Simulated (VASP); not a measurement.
These are vdW-DF2, VASP's PBE PAW potentials (set 64) (plane waves; VASP) values and carry that method's errors.

Input for VASP

**KPOINTS**
```
Automatic mesh
0
Gamma
7 7 7
0 0 0
```

**POSCAR**
```
Pt3Ti
1.0
  3.8984325560   0.0000000000   0.0000000000
  0.0000000000   3.8984325560   0.0000000000
  0.0000000000   0.0000000000   3.8984325560
Ti Pt
1 3
Cart
  0.0000000000   0.0000000000   0.0000000000
  0.0000000000   1.9492162780   1.9492162780
  1.9492162780   0.0000000000   1.9492162780
  1.9492162780   1.9492162780   0.0000000000
```

**INCAR**
```
! general
SYSTEM   = Pt3Ti
PREC     = Accurate
ENCUT    = 520   ! plane-wave cut-off (eV)
LREAL    = .FALSE.
LASPH    = .TRUE.   ! aspherical one-centre terms

! electronic loop
EDIFF    = 1E-6
NELM     = 100   ! most electronic steps
ALGO     = Normal
LMAXMIX  = 6   ! l cut-off of mixed one-centre charges

! smearing
ISMEAR   = 1   ! Methfessel-Paxton
SIGMA    = 0.1

! functional
GGA      = ML
LUSE_VDW = .TRUE.
AGGAC    = 0.0
ZAB_VDW  = -1.8867

! ions
IBRION   = 2
NSW      = 60
ISIF     = 3   ! ions, shape and volume
EDIFFG   = -0.02   ! ionic stop

! output
LWAVE    = .FALSE.
LCHARG   = .FALSE.
```

POTCAR, in this order: Ti_sv Pt (PBE.64 set). Program: vasp_std.

Output

OSZICAR:
```
...
DAV:   5    -0.171873965110E+02   -0.32148E-01   -0.32126E-01  1434   0.377E+00    0.215E+01
DAV:   6    -0.162807168516E+02    0.90668E+00   -0.22660E+01  1434   0.308E+01    0.156E+01
DAV:   7    -0.154166311725E+02    0.86409E+00   -0.31222E+01  1449   0.329E+01    0.104E+01
DAV:   8    -0.148107272338E+02    0.60590E+00   -0.13862E+00  1423   0.886E+00    0.451E+00
DAV:   9    -0.146992340455E+02    0.11149E+00   -0.14770E+00  1506   0.638E+00    0.168E+00
DAV:  10    -0.146772455400E+02    0.21989E-01   -0.11407E-01  1405   0.237E+00    0.549E-01
DAV:  11    -0.146777080738E+02   -0.46253E-03   -0.20849E-03  1222   0.353E-01    0.430E-01
DAV:  12    -0.146762490250E+02    0.14590E-02   -0.10345E-02  1495   0.591E-01    0.927E-02
DAV:  13    -0.146762310425E+02    0.17983E-04   -0.15403E-04  1127   0.950E-02    0.624E-02
DAV:  14    -0.146762272175E+02    0.38249E-05   -0.26655E-05  1268   0.368E-02    0.449E-02
DAV:  15    -0.146762121097E+02    0.15108E-04   -0.90492E-05  1488   0.617E-02    0.712E-03
DAV:  16    -0.146762115345E+02    0.57524E-06   -0.13051E-06   713   0.972E-03
   1 F= -.14676212E+02 E0= -.14676097E+02  d E =-.146762E+02
       N       E                     dE             d eps       ncg     rms          rms(c)
DAV:   1    -0.928327060840E+02   -0.78156E+02   -0.17749E+03  1354   0.388E+02    0.123E+02
DAV:   2    -0.624599465371E+02    0.30373E+02   -0.18955E+03  1395   0.448E+02    0.459E+01
DAV:   3    -0.312051597900E+02    0.31255E+02   -0.18525E+02  1184   0.944E+01    0.435E+01
DAV:   4    -0.154985837253E+02    0.15707E+02   -0.23511E+01  1439   0.333E+01    0.305E+01
DAV:   5    -0.216241084398E+02   -0.61255E+01   -0.11560E+02  1677   0.318E+01    0.407E+01
DAV:   6    -0.166491608384E+02    0.49749E+01   -0.10669E+01  1521   0.191E+01    0.292E+01
DAV:   7    -0.162896015898E+02    0.35956E+00   -0.30828E-01  1464   0.255E+00    0.277E+01
DAV:   8    -0.409370650862E+02   -0.24647E+02   -0.66682E+01  1488   0.476E+01    0.533E+01
DAV:   9    -0.173174898679E+02    0.23620E+02   -0.19154E+01  1519   0.370E+01    0.293E+01
DAV:  10    -0.142658947883E+02    0.30516E+01   -0.73698E+00  1630   0.128E+01    0.128E+01
DAV:  11    -0.151688560052E+02   -0.90296E+00   -0.99419E-01  1522   0.423E+00    0.194E+01
DAV:  12    -0.136409630092E+02    0.15279E+01   -0.52416E+00  1625   0.855E+00    0.587E+00
DAV:  13    -0.135272920991E+02    0.11367E+00   -0.42950E-01  1601   0.267E+00    0.407E+00
DAV:  14    -0.135251806288E+02    0.21115E-02   -0.15606E-01  1458   0.178E+00    0.418E+00
DAV:  15    -0.133778702991E+02    0.14731E+00   -0.11708E+00  1623   0.564E+00    0.154E+00
DAV:  16    -0.133667463855E+02    0.11124E-01   -0.37338E-02  1349   0.120E+00    0.122E+00
DAV:  17    -0.133684596332E+02   -0.17132E-02   -0.85892E-03  1527   0.613E-01    0.120E+00
DAV:  18    -0.133682889820E+02    0.17065E-03   -0.10083E-02  1273   0.746E-01    0.107E+00
DAV:  19    -0.133724106897E+02   -0.41217E-02   -0.84995E-03  1535   0.652E-01    0.110E+00
DAV:  20    -0.133671713225E+02    0.52394E-02   -0.38040E-03  1516   0.254E-01    0.896E-01
DAV:  21    -0.133632223059E+02    0.39490E-02   -0.30588E-03  1677   0.222E-01    0.707E-01
DAV:  22    -0.133623846027E+02    0.83770E-03   -0.21952E-04  1550   0.633E-02    0.660E-01
DAV:  23    -0.133603962943E+02    0.19883E-02   -0.13618E-03  1576   0.197E-01    0.528E-01
DAV:  24    -0.133589872354E+02    0.14091E-02   -0.11522E-03  1554   0.189E-01    0.403E-01
DAV:  25    -0.133581907426E+02    0.79649E-03   -0.69785E-04  1569   0.151E-01    0.306E-01
DAV:  26    -0.133575004969E+02    0.69025E-03   -0.96644E-04  1595   0.156E-01    0.195E-01
DAV:  27    -0.133571632680E+02    0.33723E-03   -0.69127E-04  1617   0.125E-01    0.101E-01
DAV:  28    -0.133570664330E+02    0.96835E-04   -0.23308E-04  1635   0.675E-02    0.469E-02
DAV:  29    -0.133570453404E+02    0.21093E-04   -0.52974E-05  1603   0.295E-02    0.215E-02
DAV:  30    -0.133570408015E+02    0.45389E-05   -0.12930E-05  1428   0.129E-02    0.859E-03
DAV:  31    -0.133570400779E+02    0.72360E-06   -0.19220E-06   833   0.534E-03
   2 F= -.13357040E+02 E0= -.13358356E+02  d E =0.131917E+01
       N       E                     dE             d eps       ncg     rms          rms(c)
DAV:   1    -0.462544474472E+02   -0.32897E+02   -0.69982E+02  1065   0.218E+02    0.499E+01
DAV:   2    -0.182151200766E+02    0.28039E+02   -0.12070E+02  1175   0.783E+01    0.154E+01
DAV:   3    -0.186872378806E+02   -0.47212E+00   -0.54510E+01  1581   0.387E+01    0.248E+01
DAV:   4    -0.157595306737E+02    0.29277E+01   -0.66311E+01  1568   0.473E+01    0.765E+00
DAV:   5    -0.153203581288E+02    0.43917E+00   -0.37452E+00  1331   0.993E+00    0.354E+00
DAV:   6    -0.152608365689E+02    0.59522E-01   -0.11756E+00  1557   0.538E+00    0.173E+00
DAV:   7    -0.153178980823E+02   -0.57062E-01   -0.70282E-02  1364   0.149E+00    0.952E-01
DAV:   8    -0.153428654435E+02   -0.24967E-01   -0.92719E-02  1503   0.114E+00    0.939E-01
DAV:   9    -0.153356454623E+02    0.72200E-02   -0.19985E-02  1485   0.827E-01    0.440E-01
DAV:  10    -0.153372852009E+02   -0.16397E-02   -0.14089E-03  1441   0.222E-01    0.548E-01
DAV:  11    -0.153346522734E+02    0.26329E-02   -0.91613E-03  1461   0.588E-01    0.140E-01
DAV:  12    -0.153344319320E+02    0.22034E-03   -0.74240E-04  1580   0.147E-01    0.525E-02
DAV:  13    -0.153343999615E+02    0.31971E-04   -0.12314E-04  1446   0.552E-02    0.138E-02
DAV:  14    -0.153369508114E+02   -0.25508E-02   -0.65702E-06  1177   0.147E-02    0.146E-01
DAV:  15    -0.153370265587E+02   -0.75747E-04   -0.81597E-04   609   0.152E-02    0.140E-01
DAV:  16    -0.153370327589E+02   -0.62002E-05   -0.33612E-06   552   0.431E-03    0.142E-01
DAV:  17    -0.153369900796E+02    0.42679E-04   -0.15854E-05  1426   0.198E-02    0.127E-01
DAV:  18    -0.153369200779E+02    0.70002E-04   -0.83873E-05  1557   0.444E-02    0.894E-02
DAV:  19    -0.153368945673E+02    0.25511E-04   -0.29011E-05  1603   0.257E-02    0.659E-02
DAV:  20    -0.153368830584E+02    0.11509E-04   -0.12061E-05  1390   0.168E-02    0.467E-02
DAV:  21    -0.153368750997E+02    0.79588E-05   -0.35151E-05  1561   0.286E-02    0.176E-02
DAV:  22    -0.153368752223E+02   -0.12266E-06   -0.20629E-06   827   0.768E-03
   3 F= -.15336875E+02 E0= -.15337495E+02  d E =-.660664E+00
       N       E                     dE             d eps       ncg     rms          rms(c)
DAV:   1    -0.153789625180E+02   -0.42087E-01   -0.87409E-01  1088   0.835E+00    0.133E+00
DAV:   2    -0.153454454211E+02    0.33517E-01   -0.15775E-01  1121   0.284E+00    0.753E-01
DAV:   3    -0.153526967643E+02   -0.72513E-02   -0.14900E-01  1590   0.222E+00    0.101E+00
DAV:   4    -0.153409401440E+02    0.11757E-01   -0.78554E-02  1499   0.145E+00    0.235E-01
DAV:   5    -0.153411016326E+02   -0.16149E-03   -0.22559E-03  1379   0.270E-01    0.838E-02
DAV:   6    -0.153413119440E+02   -0.21031E-03   -0.80452E-04  1445   0.897E-02    0.574E-02
DAV:   7    -0.153413097170E+02    0.22270E-05   -0.31953E-05  1271   0.316E-02    0.416E-02
DAV:   8    -0.153413069307E+02    0.27863E-05   -0.25026E-05  1356   0.356E-02    0.555E-03
DAV:   9    -0.153413072393E+02   -0.30856E-06   -0.65635E-07   556   0.625E-03
   4 F= -.15341307E+02 E0= -.15341861E+02  d E =-.665096E+00
       N       E                     dE             d eps       ncg     rms          rms(c)
DAV:   1    -0.153443417345E+02   -0.30348E-02   -0.66879E-02  1080   0.232E+00    0.368E-01
DAV:   2    -0.153417742461E+02    0.25675E-02   -0.11911E-02  1121   0.786E-01    0.212E-01
DAV:   3    -0.153423337669E+02   -0.55952E-03   -0.11323E-02  1599   0.618E-01    0.263E-01
DAV:   4    -0.153414430602E+02    0.89071E-03   -0.54736E-03  1483   0.388E-01    0.591E-02
DAV:   5    -0.153414665206E+02   -0.23460E-04   -0.12515E-04  1307   0.644E-02    0.225E-02
DAV:   6    -0.153414827510E+02   -0.16230E-04   -0.61881E-05  1408   0.254E-02    0.146E-02
DAV:   7    -0.153414824888E+02    0.26226E-06   -0.17237E-06   819   0.741E-03
   5 F= -.15341482E+02 E0= -.15342018E+02  d E =-.665271E+00
```

### OUTCAR
```
------------------------ aborting loop because EDIFF is reached ----------------------------------------
  FORCE on cell =-STRESS in cart. coord.  units (eV):
  Direction    XX          YY          ZZ          XY          YZ          ZX
  --------------------------------------------------------------------------------------
  Total        0.0028028      0.0028028      0.0028028      0.0000000      0.0000000     -0.0000000
  in kB        0.0669485      0.0669485      0.0669485      0.0000000      0.0000000     -0.0000000
  external PRESSURE =       0.0669485 kB  Pullay stress =       0.0000000 kB
  volume of cell :       67.07
      direct lattice vectors                 reciprocal lattice vectors
     4.063049488  0.000000000 -0.000000000     0.246120556  0.000000000 -0.000000000
    -0.000000000  4.063049488 -0.000000000    -0.000000000  0.246120556 -0.000000000
     0.000000000  0.000000000  4.063049488     0.000000000  0.000000000  0.246120556
 POSITION                                       TOTAL-FORCE (eV/Angst)
 -----------------------------------------------------------------------------------
      0.00000      0.00000      0.00000         0.000000     -0.000000      0.000000
      0.00000      2.03152      2.03152        -0.000000     -0.000000      0.000000
      2.03152      0.00000      2.03152         0.000000      0.000000      0.000000
      2.03152      2.03152     -0.00000         0.000000     -0.000000      0.000000
 -----------------------------------------------------------------------------------
    total drift:                                0.000000      0.000000     -0.000000
  FREE ENERGIE OF THE ION-ELECTRON SYSTEM (eV)
  ---------------------------------------------------
  free  energy   TOTEN  =       -15.3414824888 eV

  energy  without entropy=      -15.3430894824  energy(sigma->0) =      -15.34201815

 reached required accuracy - stopping structural energy minimisation
```
(Selected blocks of OUTCAR.)

File CONTCAR:
```
Pt3Ti
   1.00000000000000
     4.0630494875213294    0.0000000000000000   -0.0000000000000000
    -0.0000000000000000    4.0630494875213294   -0.0000000000000000
     0.0000000000000000    0.0000000000000000    4.0630494875213294
  Ti              Pt
     1     3
Direct
     0.0000000000000000    0.0000000000000000    0.0000000000000000
     0.0000000000000000    0.5000000000000000    0.5000000000000000
     0.5000000000000000    0.0000000000000000    0.5000000000000000
     0.5000000000000000    0.5000000000000000    0.0000000000000000
```

### OUTCAR
```
 val. band max:        9.9684671917   @ k =   0.1429   0.1429   0.0000

 cond. band min:      10.0520850651   @ k =   0.4286   0.1429   0.1429


 Fermi energy:         9.9975721695

 k-point     1 :       0.0000    0.0000    0.0000
  band No.  band energies     occupation
      1     -48.4106      2.00000
      2     -24.6030      2.00000
      3     -24.6030      2.00000
      4     -24.6030      2.00000
      5       1.1341      2.00000
      6       3.8917      2.00000
      7       4.1557      2.00000
      8       4.1557      2.00000
      9       4.4272      2.00000
     10       4.4272      2.00000
     11       4.4272      2.00000
     12       6.9422      2.00000
     13       6.9422      2.00000
     14       6.9422      2.00000
     15       8.5091      2.00000
     16       8.5091      2.00000
     17       9.4468      2.00000
     18       9.9430      1.78855
     19       9.9430      1.78855
     20       9.9430      1.78852
     21      11.0676     -0.00000
     22      11.0676     -0.00000
     23      11.5455     -0.00000
     24      11.5455     -0.00000
     25      11.8955     -0.00000

 k-point     2 :       0.1429    0.0000    0.0000
  band No.  band energies     occupation
      1     -48.4106      2.00000
      2     -24.6056      2.00000
      3     -24.6033      2.00000
      4     -24.6033      2.00000
      5       1.3733      2.00000
      6       4.0326      2.00000
      7       4.2286      2.00000
      8       4.3484      2.00000
      9       4.5110      2.00000
     10       4.5640      2.00000
     11       4.5640      2.00000
     12       6.8143      2.00000
     13       7.0087      2.00000
     14       7.0087      2.00000
     15       8.3289      2.00000
     16       8.5356      2.00000
     17       9.2149      2.00000
     18       9.2149      2.00000
     19       9.2568      2.00000
     20       9.9435      1.78354
     21      10.4524     -0.00000
     22      10.9360     -0.00000
     23      10.9360     -0.00000
...
```

Energy and stress use the plane-wave basis of the starting cell. Unless said otherwise, spin-orbit coupling is left out, though it shifts the bands of the heavy elements here.

The compound is Pt3Ti in the L1_2 structure. This run relaxes it. Symmetry was kept, so distortions that lower it aren't found. The start is the result of an earlier pass.
